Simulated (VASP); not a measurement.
All values below come from PBEsol GGA, VASP's PBE PAW potentials (set 64) (plane waves; VASP 6.6.1).

Input for VASP

### KPOINTS
```
kpoints
0
G
 8 8 8
```

### INCAR
```
EDIFF=1E-7   ! SCF stop (eV)
ALGO=Normal   ! blocked Davidson
ISMEAR=1
PREC=Accurate
LCHARG=.False.
LREAL=.False.   ! projection in real space or not
ISIF=2   ! forces and stress, cell fixed
SIGMA=0.1   ! width (eV)
GGA=PS
NELM=100   ! most electronic steps
SYSTEM=CaB2
ENCUT=600
LWAVE=.False.
LASPH=.True.
```

File POSCAR:
```
CaB2
1
    0.0000000000     2.9094533821     2.9094533821
    2.9094533821     0.0000000000     2.9094533821
    2.9094533821     2.9094533821    -0.0000000000
Ca B
1 2
Direct
  0.0000000000   0.0000000000   0.0000000000
  0.2500000000   0.2500000000   0.2500000000
  0.7500000000   0.7500000000   0.7500000000
```

POTCAR, in this order: Ca_sv B (PBE.64 set). Program: vasp_std.

What VASP printed:

OSZICAR:
```
       N       E                     dE             d eps       ncg     rms          rms(c)
DAV:   1     0.102633135538E+03    0.10263E+03   -0.81974E+03   696   0.138E+03
DAV:   2    -0.649118538098E+01   -0.10912E+03   -0.10624E+03   768   0.300E+02
DAV:   3    -0.103735883016E+02   -0.38824E+01   -0.36242E+01   996   0.516E+01
DAV:   4    -0.106492506755E+02   -0.27566E+00   -0.27383E+00  1108   0.114E+01
DAV:   5    -0.106581851817E+02   -0.89345E-02   -0.89309E-02   948   0.154E+00    0.304E+00
DAV:   6    -0.105741771876E+02    0.84008E-01   -0.10203E-01   860   0.339E+00    0.189E+00
DAV:   7    -0.105508340502E+02    0.23343E-01   -0.72701E-02   844   0.294E+00    0.318E-01
DAV:   8    -0.105496958942E+02    0.11382E-02   -0.68085E-03   852   0.107E+00    0.400E-02
DAV:   9    -0.105498004313E+02   -0.10454E-03   -0.71081E-04  1164   0.216E-01    0.426E-02
DAV:  10    -0.105498014617E+02   -0.10304E-05   -0.13184E-04   836   0.146E-01    0.170E-02
DAV:  11    -0.105497987687E+02    0.26931E-05   -0.11936E-05   896   0.442E-02    0.412E-03
DAV:  12    -0.105497986866E+02    0.82020E-07   -0.10812E-06  1260   0.722E-03    0.714E-04
DAV:  13    -0.105497987007E+02   -0.14045E-07   -0.20981E-08   476   0.124E-03
   1 F= -.10549799E+02 E0= -.10550062E+02  d E =0.791251E-03
```

**OUTCAR**
```
------------------------ aborting loop because EDIFF is reached ----------------------------------------
  FORCE on cell =-STRESS in cart. coord.  units (eV):
  Direction    XX          YY          ZZ          XY          YZ          ZX
  --------------------------------------------------------------------------------------
  Total        0.0258872      0.0258872      0.0258872     -0.0000000     -0.0000000     -0.0000000
  in kB        0.8420377      0.8420377      0.8420377     -0.0000000     -0.0000000     -0.0000000
  external PRESSURE =       0.8420377 kB  Pullay stress =       0.0000000 kB
  volume of cell :       49.26
      direct lattice vectors                 reciprocal lattice vectors
     0.000000000  2.909453382  2.909453382    -0.171853587  0.171853587  0.171853587
     2.909453382  0.000000000  2.909453382     0.171853587 -0.171853587  0.171853587
     2.909453382  2.909453382  0.000000000     0.171853587  0.171853587 -0.171853587
 POSITION                                       TOTAL-FORCE (eV/Angst)
 -----------------------------------------------------------------------------------
      0.00000      0.00000      0.00000        -0.000000      0.000000      0.000000
      1.45473      1.45473      1.45473        -0.000000     -0.000000     -0.000000
      4.36418      4.36418      4.36418         0.000000      0.000000      0.000000
 -----------------------------------------------------------------------------------
    total drift:                               -0.000000      0.000000      0.000000
  FREE ENERGIE OF THE ION-ELECTRON SYSTEM (eV)
  ---------------------------------------------------
  free  energy   TOTEN  =       -10.5497987007 eV

  energy  without entropy=      -10.5505899522  energy(sigma->0) =      -10.55006245
```
(Selected blocks of OUTCAR.)

The structure was generated: CaB2 was put into the fluorite type (Fm-3m), which need not be its known phase. It was relaxed first, which changed the volume by -15 %.
